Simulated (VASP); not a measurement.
Shape and ions are relaxed at each volume.

Given:

TiO₂ has the tetragonal space group P4₂/mnm (No. 136), the rutile structure, Pearson symbol tP6. Lattice parameters: a = b = 4.630 Å, c = 2.977 Å, α = β = γ = 90.00°. Ti on 2a is surrounded by 6 O at 1.963–1.993 Å (octahedral). O on 4f is surrounded by 3 Ti at 1.963–1.993 Å (trigonal planar). (Neighbours: up to the widest gap in distance over summed covalent radii, below 1.35, at either atom; cation-cation and far metal-metal contacts left out.)

Computed with TPSS meta-GGA, VASP's PBE PAW potentials (set 64) (plane waves; VASP 6.6.1). Settings: 520 eV cut-off, 5×5×7 Γ-centred mesh, Gaussian smearing of 0.050 eV, potentials Ti_sv O.

Give the energy at these volumes per atom, relative to the lowest: 9.96, 10.28, 10.60, 10.92, 11.24 Å³.

32.3, 8.4, 0.0, 4.7, 20.1 meV/atom. A third-order Birch-Murnaghan fit gives B0 = 214 GPa and B0′ = 5.2.

The compound is TiO2 in the rutile structure. It was relaxed first.
